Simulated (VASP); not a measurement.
Input and output of a VASP PBE single-point calculation on BiB (distorted rocksalt)

INCAR

```
LASPH = .TRUE.
ENCUT = 520
LCHARG = .FALSE.
ISIF = 2
GGA = PE
PREC = Accurate
LWAVE = .FALSE.
ISMEAR = -1
EDIFF = 1E-7
IBRION = -1
NELM = 120
NSW = 0
NBANDS = 16
LREAL = .FALSE.
SIGMA = 0.02
```

KPOINTS

```
KPOINTS created by Atomic Simulation Environment
0
Gamma
8 8 8
0 0 0
```

POSCAR

```
B  Bi
 1.0000000000000000
     0.0618000000000000    2.7235000000000000    2.7246000000000001
     2.7121000000000000    0.0731000000000000    2.7132999999999998
     2.6680000000000001    2.6680999999999999    0.1172000000000000
 B   Bi
   1   1
Cartesian
  2.7335868600000000  5.3522272900000001  2.8507601000000000
  2.7191147700000000  2.7005934300000001  2.7833928100000001
```

VASP ran with the recommended PBE PAW datasets (18 valence electrons in the cell).

From OUTCAR

```
k-points           NKPTS =    260   k-points in BZ     NKDIM =    260   number of bands    NBANDS=     16

   NELECT =      18.0000    total number of electrons

   dimension x,y,z NGX =    30 NGY =   30 NGZ =   28
   dimension x,y,z NGXF=    60 NGYF=   60 NGZF=   56

  energy-cutoff  :      520.00
  volume of cell :       37.59
      direct lattice vectors                 reciprocal lattice vectors
     0.061800000  2.723500000  2.724600000    -0.192372968  0.184137160  0.187326982
     2.712100000  0.073100000  2.713300000     0.184910952 -0.193203073  0.188930878
     2.668000000  2.668100000  0.117200000     0.191301221  0.192131326 -0.196392895

 k-points in reciprocal lattice and weights: KPOINTS created by Atomic Simulation Env
   0.00000000  0.00000000  0.00000000       0.002
   0.12500000  0.00000000 -0.00000000       0.004
   0.25000000  0.00000000 -0.00000000       0.004
   0.37500000  0.00000000 -0.00000000       0.004
   0.50000000  0.00000000 -0.00000000       0.002
   0.00000000  0.12500000 -0.00000000       0.004
   0.12500000  0.12500000 -0.00000000       0.004
   0.25000000  0.12500000 -0.00000000       0.004
   ...

 E-fermi :   7.7502

 k-point     1 :       0.0000    0.0000    0.0000
  band No.  band energies     occupation
      1     -15.0147      2.00000
      2     -15.0082      2.00000
      3     -15.0042      2.00000
      4     -14.9697      2.00000
      5     -14.9661      2.00000
      6      -6.1003      2.00000
      7       7.2946      2.00000
      8       7.5277      1.99997
      9       7.8148      0.07634
     10       8.1841      0.00000
     11      14.1143      0.00000
     12      14.2029      0.00000
     13      14.3053      0.00000
     14      15.6189      0.00000
     15      16.2348      0.00000
     16      16.5801      0.00000

 k-point     2 :       0.1250    0.0000   -0.0000
  band No.  band energies     occupation
      1     -15.0150      2.00000
      2     -15.0016      2.00000
      3     -14.9965      2.00000
      4     -14.9718      2.00000
      5     -14.9662      2.00000
      6      -5.8671      2.00000
      7       5.4459      2.00000
      8       7.4803      2.00000
      9       8.1692      0.00000
     10       9.2011      0.00000
     11      13.0858      0.00000
     12      13.3389      0.00000
     13      13.5131      0.00000
     14      15.4581      0.00000
     15      16.2027      0.00000
     16      17.1828      0.00000

 k-point     3 :       0.2500    0.0000   -0.0000
  band No.  band energies     occupation
      1     -15.0204      2.00000
      2     -14.9979      2.00000
      3     -14.9858      2.00000
      4     -14.9638      2.00000
      5     -14.9554      2.00000
      6      -5.1841      2.00000
      7       3.0297      2.00000
      8       7.7221      1.60712
      9       8.3074      0.00000
     10       9.9680      0.00000
     11      11.6124      0.00000
     12      11.8411      0.00000
     13      12.1920      0.00000
     14      15.8312      0.00000
     15      17.3650      0.00000
     16      18.4083      0.00000

 k-point     4 :       0.3750    0.0000   -0.0000
  band No.  band energies     occupation
      1     -15.0294      2.00000
      2     -15.0021      2.00000
      3     -14.9896      2.00000
      4     -14.9381      2.00000
      5     -14.9364      2.00000
      6      -4.1557      2.00000
      7       0.8179      2.00000
      8       8.1932      0.00000
      9       8.6339      0.00000
     10      10.1500      0.00000
     11      10.3752      0.00000
     12      10.5168      0.00000
     13      11.2258      0.00000
     14      17.1312      0.00000
     15      19.0215      0.00000
     16      20.1428      0.00000

 k-point     5 :       0.5000    0.0000   -0.0000
  band No.  band energies     occupation
      1     -15.0337      2.00000
      2     -15.0050      2.00000
      3     -14.9909      2.00000
      4     -14.9280      2.00000
      5     -14.9266      2.00000
      6      -3.4239      2.00000
      7      -0.3299      2.00000
      8       8.7195      0.00000
      9       9.0071      0.00000
     10       9.3881      0.00000
     11       9.7700      0.00000
     12      10.5244      0.00000
     13      10.7399      0.00000
     14      18.2528      0.00000
     15      20.0735      0.00000
     16      21.4822      0.00000

 k-point     6 :       0.0000    0.1250   -0.0000
  band No.  band energies     occupation
      1     -15.0128      2.00000
      2     -15.0020      2.00000
      3     -14.9971      2.00000
      4     -14.9714      2.00000
      5     -14.9675      2.00000
      6      -5.8640      2.00000
      7       5.5063      2.00000
      8       7.4483      2.00000
      9       8.1178      0.00000
     10       9.2063      0.00000
     11      13.0717      0.00000
     12      13.3370      0.00000
     13      13.4849      0.00000
     14      15.4428      0.00000
     15      16.1558      0.00000
     16      17.1428      0.00000

 k-point     7 :       0.1250    0.1250   -0.0000
  band No.  band energies     occupation
      1     -15.0103      2.00000
      2     -15.0007      2.00000
      3     -14.9972      2.00000
      4     -14.9777      2.00000
      5     -14.9613      2.00000
      6      -5.7882      2.00000
      7       5.5984      2.00000
      8       7.2416      2.00000
      9       7.2996      2.00000
     10       9.8808      0.00000
     11      11.8260      0.00000
     12      14.0240      0.00000
     13      14.1348      0.00000
     14      14.5159      0.00000
     15      17.3479      0.00000
     16      17.6287      0.00000

 k-point     8 :       0.2500    0.1250   -0.0000
  band No.  band energies     occupation
      1     -15.0109      2.00000
      2     -15.0062      2.00000
      3     -14.9823      2.00000
      4     -14.9729      2.00000
      5     -14.9525      2.00000
      6      -5.2559      2.00000
      7       3.8610      2.00000
      8       6.8038      2.00000
      9       7.5683      1.99978
     10       9.2947      0.00000
     11      11.7158      0.00000
     12      13.1869      0.00000
     13      13.7404      0.00000
     14      14.7063      0.00000
     15      17.9203      0.00000
     16      19.0295      0.00000

 k-point     9 :       0.3750    0.1250   -0.0000
  band No.  band energies     occupation
      1     -15.0179      2.00000
      2     -15.0066      2.00000
      3     -14.9837      2.00000
      4     -14.9551      2.00000
      5     -14.9337      2.00000
      6      -4.3305      2.00000
      7       1.6633      2.00000
      8       6.8800      2.00000
      9       7.9509      0.00009
     10       7.9960      0.00001
     11      11.8829      0.00000
     12      12.4995      0.00000
     13      12.8913      0.00000
     14      15.7365      0.00000
     15      18.8854      0.00000
     16      20.4985      0.00000

 k-point    10 :       0.5000    0.1250    0.0000
  band No.  band energies     occupation
      1     -15.0242      2.00000
      2     -15.0062      2.00000
      3     -14.9839      2.00000
      4     -14.9405      2.00000
      5     -14.9255      2.00000
      6      -3.3686      2.00000
      7       0.0473      2.00000
      8       6.9017      2.00000
      9       7.3866      2.00000
     10       8.4980      0.00000
     11      11.0862      0.00000
     12      12.0007      0.00000
     13      12.8733      0.00000
     14      17.4161      0.00000
     15      19.8111      0.00000
     16      20.5022      0.00000

 k-point    11 :      -0.3750    0.1250   -0.0000
  band No.  band energies     occupation
      1     -15.0218      2.00000
      2     -15.0042      2.00000
      3     -14.9850      2.00000
      4     -14.9393      2.00000
      5     -14.9337      2.00000
      6      -3.6270      2.00000
      7       0.4251      2.00000
      8       6.2801      2.00000
      9       8.2869      0.00000
     10       9.1926      0.00000
     11      10.2664      0.00000
     12      11.5401      0.00000
     13      13.2999      0.00000
     14      17.3733      0.00000
     15      19.1529      0.00000
     16      20.8754      0.00000

 k-point    12 :      -0.2500    0.1250   -0.0000
  band No.  band energies     occupation
      1     -15.0148      2.00000
      2     -14.9984      2.00000
      3     -14.9857      2.00000
      4     -14.9650      2.00000
      5     -14.9420      2.00000
      6      -4.6661      2.00000
      7       2.3003      2.00000
      8       6.1457      2.00000
      9       8.9740      0.00000
     10      10.0603      0.00000
     11      10.1822      0.00000
     12      11.2440      0.00000
     13      13.6315      0.00000
     14      16.3570      0.00000
     15      17.6253      0.00000
     16      20.2420      0.00000

 ...

  Total       -0.3767936     -0.3756155     -0.3295842     -0.0063847     -0.4148372     -0.3451610
  in kB      -16.0609978    -16.0107814    -14.0486727     -0.2721512    -17.6826224    -14.7126423
  external PRESSURE =     -15.3734840 kB  Pullay stress =       0.0000000 kB

 POSITION                                       TOTAL-FORCE (eV/Angst)
 -----------------------------------------------------------------------------------
      2.73359      5.35223      2.85076        -0.005515     -0.001238      0.000849
      2.71911      2.70059      2.78339         0.005515      0.001238     -0.000849
 -----------------------------------------------------------------------------------
    total drift:                               -0.000140      0.000407      0.000060

  FREE ENERGIE OF THE ION-ELECTRON SYSTEM (eV)
  ---------------------------------------------------
  free  energy   TOTEN  =        -8.1695297105 eV

  energy  without entropy=       -8.1681915529  energy(sigma->0) =       -8.16886063
```

| Quantity | Value |
| --- | --- |
| gap between bands v and c on the k mesh | -4.15 eV (bands overlap: a metal) |
| least direct gap on the k mesh | 0.05 eV |
| pressure | -1.5 GPa |

Band v is the last that the valence electrons fill when counted band by band, and c is the next.
